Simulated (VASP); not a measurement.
# PtSe2 (relaxed from the fluorite structure, space group Fm-3m): computed properties

These are r2SCAN meta-GGA, VASP's PBE PAW potentials (set 64) (plane waves; VASP) values and carry that method's errors.

```yaml
space_group: Fm-3m (225)
cell: a = 6.2579 Å, b = 6.2579 Å, c = 6.2579 Å, α = 90.00°, β = 90.00°, γ = 90.00°
volume_per_atom: 20.42 Å^3/atom
band gap (over mesh and band path): none (metal, semimetal or under 0.01 eV)
density: 9.57 g/cm³
```

```xyz
3
Lattice="0.0000 3.1289 3.1289 3.1289 0.0000 3.1289 3.1289 3.1289 0.0000" Properties=species:S:1:pos:R:3 pbc="T T T"
Pt     0.0000     0.0000     0.0000
Se     1.5645     1.5645     1.5645
Se     4.6934     4.6934     4.6934
```

Unless said otherwise, spin-orbit coupling is left out, though it shifts the bands of the heavy elements here.

The structure was generated: PtSe2 was put into the fluorite type (Fm-3m), which need not be its known phase. It was relaxed first, which changed the volume by +12 %. Symmetry was kept, so distortions that lower it aren't found.
